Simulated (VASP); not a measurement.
A cell of Sc (hcp) near equilibrium:

```
CELL_PARAMETERS angstrom
      1.63834    -2.83768     0.00000
      1.63834     2.83768     0.00000
      0.00000     0.00000     5.08266
ATOMIC_POSITIONS crystal
  Sc 0.33333 0.66667 0.25000
  Sc 0.66667 0.33333 0.75000
```

All values below come from PBEsol GGA, VASP's PBE PAW potentials (set 64) (plane waves; VASP 6.6.1).

| run | ΔE (meV/atom) | σxx | σyy | σzz | largest shear component, with its sign (GPa) | largest force (eV/Å) |
|---|---|---|---|---|---|---|
| as it is | 0.0 | -0.07 | -0.07 | 0.02 | 0.00 | 0.000 |
| after one change | 4.1 | -0.09 | -0.08 | 0.15 | -0.61 | 0.158 |
Stress is in GPa, positive when the cell is compressed.

Task: Name the change that produced these shifts.
A. atom 2 (Sc) moved by 0.100 Å along x
B. atom 1 (Sc) moved by -0.075 Å along z
C. uniaxial strain of +1.0 % along x
D. atom 2 (Sc) moved by 0.100 Å along y

Result: A, atom 2 (Sc) moved by 0.100 Å along x

The compound is Sc in the hcp structure.
